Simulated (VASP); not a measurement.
CdSe (wurtzite): the lattice constant c from VASP (plane waves, PAW) at several levels of theory. Static lattice.  The measured value holds thermal and zero-point effects that the static calculation lacks.

```tsv
level	lattice constant c (Å)	error against measurement
LDA	6.952	-0.9 %
PBE	7.163	+2.1 %
PBEsol	7.032	+0.2 %
AM05	7.056	+0.6 %
PBE-D4	7.068	+0.8 %
optB88-vdW	7.153	+2.0 %
rev-vdW-DF2	7.110	+1.3 %
revTPSS	7.096	+1.2 %
SCAN	7.075	+0.8 %
r2SCAN	7.088	+1.0 %
r2SCAN+rVV10	7.055	+0.6 %
```

Measured: 7.015 Å (as given by PVEducation, CdSe (wurtzite), citing its ref. 1).

The cell of the LDA run:

CdSe is taken in the hexagonal space group P6₃mc (No. 186), the wurtzite structure, Pearson symbol hP4. Lattice parameters: a = 4.2625 Å, b = 4.2625 Å, c = 6.9519 Å, α = 90.00°, β = 90.00°, γ = 120.00°. Cd on 2b is surrounded by 4 Se at 2.608–2.614 Å (tetrahedral). Se on 2b is coordinated by 4 Cd at 2.608–2.614 Å (tetrahedral). (Neighbours: up to the widest gap in distance over summed covalent radii, below 1.35, at either atom; cation-cation and far metal-metal contacts left out.)

Only levels that ran to the end are used. Left out are those held back, those with too coarse a band path, GW runs whose mesh misses a band edge, hybrids' fits of cells that aren't cubic and levels without matching references; a question may draw on a part of the rest.

The compound is CdSe in the wurtzite structure.
